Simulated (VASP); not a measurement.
# Cr2B with r2SCAN: from relaxation to properties, part 3 of 5

Aim: relax Cr2B, then compute properties on the relaxed cell. The start is a computed cell from the Materials Project.

VASP 6.6.1; r2SCAN, spin-polarised from a ferromagnetic start; plane waves and PAW (Cr_pv, B).

So far. Step 2 (Full relaxation (r2SCAN)): It ends with a largest force of 0.009 eV/Å and a pressure of 0.05 GPa. Step 3 (Density, ELF and potential (r2SCAN)): In this run the pressure is 0.05 GPa, small enough to go on. The relaxed cell has a, b, c = 4.185, 7.290, 14.498 Å (conventional setting).

**4. Bands along the symmetry lines (r2SCAN)**

Levels along the symmetry lines show where the bands peak and cross; KPOINTS_OPT computes them in the converged potential.

File INCAR:

```
SYSTEM = Cr2B
PREC = Accurate
ENCUT = 420
EDIFF = 1E-06
NELM = 100
ISMEAR = 1
SIGMA = 0.2
LREAL = .FALSE.
ALGO = Normal
METAGGA = R2SCAN
LASPH = .TRUE.
NBANDS = 102
ISPIN = 2
MAGMOM = 3 3 3 3 3 3 3 3 0 0 0 0
LMAXMIX = 4
LORBIT = 11
LWAVE = .FALSE.
LCHARG = .FALSE.
KPAR = 8
```

File POSCAR:

```
Cr2B
1.0
    4.1853373751      0.0000000000      0.0000000000
   -2.0926686876     -3.6449280048      0.0000000000
   -2.0926686876      0.0000000000     -7.2488054813
Cr B
8 4
Direct
    0.1671404134      0.5000000000      0.3342808267
    0.5828595866      0.0000000000      0.1657191733
    0.5848827994      0.1697655988      0.5000000000
    0.4171404134      0.0000000000      0.8342808267
    0.1651172006      0.3302344012      0.0000000000
    0.9151172006      0.8302344012      0.5000000000
    0.3328595866      0.5000000000      0.6657191733
    0.8348827994      0.6697655988      0.0000000000
    0.1256496902      0.0000000000      0.2512993805
    0.8756496902      0.5000000000      0.7512993805
    0.8743503098      0.0000000000      0.7487006195
    0.6243503098      0.5000000000      0.2487006195
```

File KPOINTS:

```
Automatic mesh
0
Gamma
6 6 6
0 0 0
```

File KPOINTS_OPT:

```
Line mode
12
Line-mode
Reciprocal
  0.00000000   0.00000000   0.00000000 GAMMA
  0.00000000  -0.50000000   0.00000000 Y

  0.00000000  -0.50000000   0.00000000 Y
  0.00000000  -0.50000000  -0.50000000 T

  0.00000000  -0.50000000  -0.50000000 T
  0.00000000   0.00000000  -0.50000000 Z

  0.00000000   0.00000000  -0.50000000 Z
  0.00000000   0.00000000   0.00000000 GAMMA

  0.00000000   0.00000000   0.00000000 GAMMA
  0.70648500  -0.35324250  -0.35324250 X

  0.70648500  -0.35324250  -0.35324250 X
  0.37685780  -0.68842890  -0.18842890 A1

  0.37685780  -0.68842890  -0.18842890 A1
  0.00000000  -0.50000000   0.00000000 Y

  0.00000000  -0.50000000  -0.50000000 T
  0.29351500  -0.64675750  -0.64675750 X1

  0.70648500  -0.35324250  -0.35324250 X
  0.62314220  -0.31157110  -0.81157110 A

  0.62314220  -0.31157110  -0.81157110 A
  0.00000000   0.00000000  -0.50000000 Z

  0.50000000  -0.50000000  -0.50000000 L
  0.00000000   0.00000000   0.00000000 GAMMA
```

PAW data sets: Cr_pv and B (PBE family, release 64).

Started as:

```sh
> mpirun -np 8 vasp_std
```

The program printed:

```text
[banner, memory and clock lines left out]
running    8 mpi-ranks, on    1 nodes
 distrk:  each k-point on    1 cores,    8 groups
 distr:  one band on    1 cores,    1 groups

 POSCAR found type information on POSCAR CrB
 POSCAR found :  2 types and      12 ions
 [... a notice as in an earlier step ...]

 [... a notice as in an earlier step ...]

 LDA part: xc-table for (None), standard interpolation
 POSCAR, INCAR and KPOINTS ok, starting setup
 FFT: planning ... GRIDC
 FFT: planning ... GRID_SOFT
 FFT: planning ... GRID
 WAVECAR not read
 entering main loop
       N       E                     dE             d eps       ncg     rms          rms(c)
DAV:   1     0.134711590067E+04    0.13471E+04   -0.46728E+04 18816   0.116E+03
DAV:   2    -0.777581368884E+02   -0.14249E+04   -0.13177E+04 18768   0.407E+02
DAV:   3    -0.184865113792E+03   -0.10711E+03   -0.10042E+03 20142   0.129E+02
DAV:   4    -0.187300940695E+03   -0.24358E+01   -0.23660E+01 22610   0.191E+01
DAV:   5    -0.187349706141E+03   -0.48765E-01   -0.48102E-01 22042   0.266E+00    0.662E+01
DAV:   6    -0.147812094417E+03    0.39538E+02   -0.96550E+01 20480   0.632E+01    0.260E+01
DAV:   7    -0.150814376410E+03   -0.30023E+01   -0.14327E+01 20262   0.205E+01    0.115E+01
DAV:   8    -0.152523780358E+03   -0.17094E+01   -0.23901E+00 20594   0.152E+01    0.127E+01
DAV:   9    -0.151886486420E+03    0.63729E+00   -0.13522E+00 19992   0.934E+00    0.581E+00
DAV:  10    -0.152390829930E+03   -0.50434E+00   -0.67840E-01 20362   0.413E+00    0.266E+00
DAV:  11    -0.152427420217E+03   -0.36590E-01   -0.89966E-02 20048   0.151E+00    0.129E+00
DAV:  12    -0.152440124162E+03   -0.12704E-01   -0.15211E-02 21154   0.517E-01    0.835E-01
DAV:  13    -0.152444020171E+03   -0.38960E-02   -0.56064E-03 20150   0.289E-01    0.344E-01
DAV:  14    -0.152446750135E+03   -0.27300E-02   -0.31408E-03 20618   0.199E-01    0.205E-01
DAV:  15    -0.152448119236E+03   -0.13691E-02   -0.25040E-03 21228   0.178E-01    0.103E-01
DAV:  16    -0.152448602626E+03   -0.48339E-03   -0.96042E-04 20206   0.921E-02    0.690E-02
DAV:  17    -0.152448819567E+03   -0.21694E-03   -0.35074E-04 21258   0.670E-02    0.445E-02
DAV:  18    -0.152448911499E+03   -0.91932E-04   -0.13726E-04 20218   0.401E-02    0.289E-02
DAV:  19    -0.152448965250E+03   -0.53751E-04   -0.21516E-04 21458   0.540E-02    0.133E-02
DAV:  20    -0.152448981793E+03   -0.16544E-04   -0.25172E-05 19466   0.207E-02    0.112E-02
DAV:  21    -0.152448983752E+03   -0.19582E-05   -0.16402E-05 19934   0.157E-02    0.363E-03
DAV:  22    -0.152448984400E+03   -0.64817E-06   -0.32612E-06 16630   0.651E-03
   1 F= -.15244898E+03 E0= -.15244896E+03  d E =-.823851E-04  mag=     0.0011
 Start KPOINTS_OPT (optional k-point list driver)
k-point batch [1-46\132]
       N       E                     dE             ncg
DAV:   1     0.135303285995E+05   -0.62671E+05    18888
DAV:   2    -0.493026271705E+05   -0.62833E+05    18768
DAV:   3    -0.539971171522E+05   -0.46945E+04    22242
DAV:   4    -0.540958561061E+05   -0.98739E+02    22252
DAV:   5    -0.540967675259E+05   -0.91142E+00    20680
DAV:   6    -0.540967794257E+05   -0.11900E-01    20256
DAV:   7    -0.540967797244E+05   -0.29877E-03    19380
DAV:   8    -0.540967797334E+05   -0.89212E-05    16318
DAV:   9    -0.540967797336E+05   -0.25022E-06    14404
[...]
k-point batch [93-132\132]
       N       E                     dE             ncg
DAV:   1     0.298262270322E+05   -0.77335E+05    16376
DAV:   2    -0.249618526738E+05   -0.54788E+05    16320
DAV:   3    -0.290615477338E+05   -0.40997E+04    19592
DAV:   4    -0.291480616220E+05   -0.86514E+02    19296
DAV:   5    -0.291488439730E+05   -0.78235E+00    17912
DAV:   6    -0.291488548269E+05   -0.10854E-01    17758
DAV:   7    -0.291488551062E+05   -0.27927E-03    16476
DAV:   8    -0.291488551146E+05   -0.84173E-05    14178
DAV:   9    -0.291488551148E+05   -0.23271E-06    12490
```

Run time: 9.1 min. Hardware: 8 MPI ranks of Intel Xeon 6975P-C (Granite Rapids), shared host; peak memory 8 GiB; 73 min of CPU time.

Parts of OUTCAR (step 4):

```text
 Found     46 irreducible k-points:

   k-points           NKPTS =     46   k-points in BZ     NKDIM =     46   number of bands    NBANDS=    102

   NELECT =     108.0000    total number of electrons

 E-fermi :  10.9769

 spin component 1
 k-point     1 :       0.0000    0.0000    0.0000
  band No.  band energies     occupation
    ...
     51      10.5953      1.01065
     52      10.6168      1.01442
     53      10.6804      1.02842
     54      10.7812      1.02274
     55      10.8501      0.93461
     56      10.9835      0.47187
     57      11.0842      0.11055
     58      11.1675     -0.01952
     59      12.0520     -0.00000
     60      12.1798     -0.00000
    ...

 k-point     2 :       0.1667    0.0000    0.0000
  band No.  band energies     occupation
    ...
     51      10.4653      1.00089
     52      10.5714      1.00731
     53      10.7548      1.03312
     54      10.8583      0.91683
     55      10.9300      0.69247
     56      11.0109      0.35809
     57      11.1913     -0.03108
     58      11.4109     -0.00444
     59      12.1730     -0.00000
     60      12.2333     -0.00000
    ...

 k-point     3 :       0.3333   -0.0000    0.0000
  band No.  band energies     occupation
    ...
     51      10.1095      1.00000
     52      10.4754      1.00112
     53      10.7628      1.03097
     54      10.8547      0.92484
     55      10.9709      0.52540
     56      11.3818     -0.00737
     57      11.6855     -0.00000
     58      11.7919     -0.00000
     59      11.9156     -0.00000
     60      12.2132     -0.00000
    ...

 k-point     4 :       0.5000   -0.0000   -0.0000
  band No.  band energies     occupation
    ...
     51       9.9663      1.00000
     52      10.3276      1.00002
     53      10.7492      1.03417
     54      10.8271      0.97579
     55      10.9721      0.52027
     56      11.3067     -0.02081
     57      11.5602     -0.00015
     58      11.7532     -0.00000
     59      12.2006     -0.00000
     60      12.2566     -0.00000
    ...

  Total        0.0167586     -0.0347714      0.1152444     -0.0000000      0.0000000      0.0000000
  in kB        0.2428074     -0.5037875      1.6697231     -0.0000000      0.0000000      0.0000000
  external PRESSURE =       0.4695810 kB  Pullay stress =       0.0000000 kB

 POSITION                                       TOTAL-FORCE (eV/Angst)
 -----------------------------------------------------------------------------------
     -1.04633     -1.82246     -2.42314        -0.000000      0.000000     -0.009818
      2.09267      0.00000     -1.20127         0.000000      0.000000      0.009818
      1.04633     -0.61878     -3.62440        -0.000000     -0.008577     -0.000000
      0.00000      0.00000     -6.04754        -0.000000      0.000000     -0.009818
     -0.00000     -1.20368      0.00000         0.000000      0.008577     -0.000000
      1.04633     -3.02614     -3.62440         0.000000      0.008577     -0.000000
     -1.04633     -1.82246     -4.82567         0.000000      0.000000      0.009818
      2.09267     -2.44125      0.00000        -0.000000     -0.008577     -0.000000
     -0.00000      0.00000     -1.82162        -0.000000      0.000000     -0.001451
      1.04633     -1.82246     -5.44602        -0.000000      0.000000     -0.001451
      2.09267      0.00000     -5.42719         0.000000      0.000000      0.001451
      1.04633     -1.82246     -1.80278         0.000000      0.000000      0.001451
 -----------------------------------------------------------------------------------
    total drift:                               -0.000000     -0.000000     -0.000000

  FREE ENERGIE OF THE ION-ELECTRON SYSTEM (eV)
  ---------------------------------------------------
  free  energy   TOTEN  =      -152.4489843997 eV

  energy  without entropy=     -152.4489020147  energy(sigma->0) =     -152.44895694

[... 11 parts as in an earlier step ...]

[... 8 further parts left out ...]
```

The cell is typed on its shortest vectors, so the axes of tensors and the coordinates of k-points follow the printed cell and not the standard setting.

This step gave:

```yaml
bands: 102
pressure: 0.04696 GPa
```

Both spin channels agree. Electronic bands along the path, in eV, zero at the Fermi level; # counts the bands kept, so #1 is VASP's band 27:

```tsv
point	#25	#26	#27	#28	#29	#30	#31	#32
Γ	-0.38	-0.36	-0.30	-0.20	-0.13	0.01	0.11	0.19
0.45 of the way	-0.91	-0.83	-0.34	-0.13	0.33	0.35	0.53	0.54
Y	-1.17	-1.17	-0.40	-0.40	0.59	0.59	1.23	1.23
0.45 of the way	-0.82	-0.82	-0.09	-0.09	0.49	0.49	1.14	1.14
T	-0.61	-0.61	0.34	0.34	0.36	0.36	1.16	1.16
0.55 of the way	-0.93	-0.93	0.00	0.00	0.40	0.40	0.58	0.58
Z	-0.38	-0.38	-0.12	-0.12	0.12	0.12	0.25	0.25
0.45 of the way	-0.47	-0.30	-0.18	-0.12	0.08	0.09	0.11	0.21
Γ	-0.38	-0.36	-0.30	-0.20	-0.13	0.01	0.11	0.19
0.45 of the way	-0.85	-0.41	-0.20	-0.10	0.25	0.25	0.35	0.48
X	-1.14	-0.76	-0.60	0.17	0.27	0.53	0.72	0.93
0.55 of the way	-0.91	-0.85	-0.29	-0.16	0.09	0.24	0.53	0.99
A1	-0.91	-0.91	-0.20	-0.20	0.05	0.05	0.60	0.60
0.45 of the way	-0.82	-0.82	-0.15	-0.15	0.28	0.28	0.58	0.58
Y	-1.17	-1.17	-0.40	-0.40	0.59	0.59	1.23	1.23
jump to T	-0.61	-0.61	0.34	0.34	0.36	0.36	1.16	1.16
0.45 of the way	-1.24	-0.21	-0.03	0.18	0.38	0.50	0.86	0.98
X1	-1.14	-0.76	-0.60	0.17	0.27	0.53	0.72	0.93
jump to X	-1.14	-0.76	-0.60	0.17	0.27	0.53	0.72	0.93
0.55 of the way	-1.07	-0.55	-0.51	0.05	0.34	0.43	0.51	0.55
A	-0.91	-0.91	-0.20	-0.20	0.05	0.05	0.60	0.60
0.45 of the way	-0.56	-0.56	-0.31	-0.31	0.11	0.11	0.57	0.57
Z	-0.38	-0.38	-0.12	-0.12	0.12	0.12	0.25	0.25
jump to L	-1.01	-0.65	-0.23	-0.15	0.00	0.33	0.58	0.78
0.45 of the way	-0.75	-0.43	-0.26	-0.08	0.01	0.24	0.51	0.68
Γ	-0.38	-0.36	-0.30	-0.20	-0.13	0.01	0.11	0.19
```

Of the projections kept (Cr, B), the largest for each band there; the rest of the weight can lie on other orbitals:

```tsv
point	#25	#26	#27	#28	#29	#30	#31	#32
Γ	Cr 1.00	Cr 1.00	Cr 0.99	Cr 0.99	Cr 0.99	Cr 0.99	Cr 1.00	Cr 0.99
Y	Cr 0.98	Cr 0.98	Cr 0.93	Cr 0.93	Cr 0.99	Cr 0.99	Cr 0.98	Cr 0.98
T	Cr 0.95	Cr 0.95	Cr 0.99	Cr 0.99	Cr 0.98	Cr 0.98	Cr 0.95	Cr 0.95
Z	Cr 0.99	Cr 0.99	Cr 1.00	Cr 1.00	Cr 0.99	Cr 0.99	Cr 0.99	Cr 0.99
Γ	Cr 1.00	Cr 1.00	Cr 0.99	Cr 0.99	Cr 0.99	Cr 0.99	Cr 1.00	Cr 0.99
X	Cr 0.95	Cr 0.99	Cr 0.95	Cr 0.93	Cr 0.99	Cr 0.96	Cr 0.96	Cr 0.99
```

There is no gap at this level.

(Continued in part 4 of 5.)

[Lines on the potential files, build, host, timing and source positions are cut from VASP's logs without a mark.]

[Logs are printed without paths, hosts, clocks, repeated set-up lines and the standing remarks that a program may print on its own settings, such as how far it seeks lower states.]

[Hosts, paths, dates, database ids (printed as entryN), source tags and the programs' standing remarks are cut or masked in the printed files.]

[A measured line is paired with the nearest computed mode of its activity, which favours agreement.]
